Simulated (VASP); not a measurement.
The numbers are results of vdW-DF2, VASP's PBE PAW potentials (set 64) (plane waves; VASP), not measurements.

The input files of a VASP run:

**POSCAR**
```
Re
1.0
  1.4169620898  -2.4542502082   0.0000000000
  1.4169620898   2.4542502082   0.0000000000
  0.0000000000   0.0000000000   4.5817162157
Re
2
Cart
  1.4169620898   0.8180850389   1.1454290539
  1.4169620898  -0.8180850389   3.4362871618
```

### INCAR
```
SYSTEM = Re
PREC = Accurate
ENCUT = 520
EDIFF = 1E-6
NELM = 100
ALGO = Normal
LREAL = .FALSE.
LASPH = .TRUE.
ISMEAR = 1
SIGMA = 0.1
GGA = ML
ZAB_VDW = -1.8867
LUSE_VDW = .TRUE.
AGGAC = 0.0
LMAXMIX = 6
LWAVE = .FALSE.
LCHARG = .FALSE.
IBRION = 2
ISIF = 3
NSW = 60
EDIFFG = -0.01
```

KPOINTS:
```
Automatic mesh
0
Gamma
13 13 7
0 0 0
```

POTCAR, in this order: Re (PBE.64 set). Program: vasp_std.

The resulting files:

**OSZICAR**
```
       N       E                     dE             d eps       ncg     rms          rms(c)
DAV:   1     0.355947623481E+02    0.35595E+02   -0.69020E+03  3397   0.154E+03
DAV:   2    -0.118598518396E+02   -0.47455E+02   -0.41172E+02  2971   0.325E+02
DAV:   3    -0.177046160732E+02   -0.58448E+01   -0.47182E+01  3293   0.217E+02
DAV:   4    -0.180801765235E+02   -0.37556E+00   -0.33151E+00  3370   0.266E+01
DAV:   5    -0.181072473703E+02   -0.27071E-01   -0.26137E-01  3327   0.389E+00    0.521E+01
DAV:   6    -0.171165077586E+02    0.99074E+00   -0.11409E+00  3309   0.395E+01    0.196E+01
DAV:   7    -0.168461168788E+02    0.27039E+00   -0.60648E-01  3519   0.272E+01    0.666E-01
DAV:   8    -0.168360921223E+02    0.10025E-01   -0.18779E-02  3679   0.416E+00    0.105E+00
DAV:   9    -0.168361696074E+02   -0.77485E-04   -0.99990E-04  2975   0.320E-01    0.520E-02
DAV:  10    -0.168361933979E+02   -0.23791E-04   -0.46258E-05  3531   0.179E-01    0.299E-02
DAV:  11    -0.168361789015E+02    0.14496E-04   -0.11236E-06  1814   0.143E-02    0.515E-03
DAV:  12    -0.168361788900E+02    0.11439E-07   -0.28224E-07  1683   0.311E-02
   1 F= -.16836179E+02 E0= -.16835950E+02  d E =-.168362E+02
       N       E                     dE             d eps       ncg     rms          rms(c)
DAV:   1    -0.168384274666E+02   -0.22486E-02   -0.24565E-01  2775   0.189E+01    0.292E-01
DAV:   2    -0.168366417304E+02    0.17857E-02   -0.26727E-03  3488   0.683E-01    0.136E-01
DAV:   3    -0.168361370050E+02    0.50473E-03   -0.10874E-03  3592   0.456E-01    0.190E-02
DAV:   4    -0.168361367428E+02    0.26213E-06   -0.33766E-05  2994   0.636E-02    0.106E-02
DAV:   5    -0.168361366002E+02    0.14259E-06   -0.38428E-07  1541   0.326E-02
   2 F= -.16836137E+02 E0= -.16836106E+02  d E =0.422898E-04
       N       E                     dE             d eps       ncg     rms          rms(c)
DAV:   1    -0.168372538876E+02   -0.11171E-02   -0.63754E-02  2778   0.954E+00    0.152E-01
DAV:   2    -0.168367830829E+02    0.47080E-03   -0.70607E-04  3486   0.352E-01    0.699E-02
DAV:   3    -0.168366432156E+02    0.13987E-03   -0.28778E-04  3594   0.237E-01    0.106E-02
DAV:   4    -0.168366427297E+02    0.48587E-06   -0.88526E-06  2858   0.327E-02
   3 F= -.16836643E+02 E0= -.16836517E+02  d E =-.463840E-03
```

File OUTCAR:
```
------------------------ aborting loop because EDIFF is reached ----------------------------------------
  FORCE on cell =-STRESS in cart. coord.  units (eV):
  Direction    XX          YY          ZZ          XY          YZ          ZX
  --------------------------------------------------------------------------------------
  Total        0.0093297      0.0093297      0.0093876      0.0000000      0.0000000     -0.0000000
  in kB        0.4692180      0.4692179      0.4721315      0.0000000      0.0000000     -0.0000000
  external PRESSURE =       0.4701891 kB  Pullay stress =       0.0000000 kB
  volume of cell :       31.86
      direct lattice vectors                 reciprocal lattice vectors
     1.418720417 -2.457295720  0.000000000     0.352430256 -0.203475714 -0.000000000
     1.418720417  2.457295720 -0.000000000     0.352430256  0.203475714  0.000000000
     0.000000000 -0.000000000  4.568964341     0.000000000  0.000000000  0.218867981
 POSITION                                       TOTAL-FORCE (eV/Angst)
 -----------------------------------------------------------------------------------
      1.41872      0.81910      1.14224        -0.000000      0.000000      0.000000
      1.41872     -0.81910      3.42672         0.000000     -0.000000      0.000000
 -----------------------------------------------------------------------------------
    total drift:                               -0.000000      0.000018     -0.000017
  FREE ENERGIE OF THE ION-ELECTRON SYSTEM (eV)
  ---------------------------------------------------
  free  energy   TOTEN  =       -16.8366427297 eV

  energy  without entropy=      -16.8362664438  energy(sigma->0) =      -16.83651730

 reached required accuracy - stopping structural energy minimisation
```
(Selected blocks of OUTCAR.)

File CONTCAR:
```
Re
   1.00000000000000
     1.4187204169078982   -2.4572957196265812    0.0000000000000000
     1.4187204169078982    2.4572957196265812   -0.0000000000000000
     0.0000000000000000   -0.0000000000000000    4.5689643406521920
  Re
     2
Direct
     0.3333330000000032    0.6666669999999968    0.2500000000000000
     0.6666669999999968    0.3333330000000032    0.7500000000000000
```

The compound is Re in the hcp structure. This run relaxes it. Symmetry was kept, so distortions that lower it aren't found. The start is the result of an earlier pass.
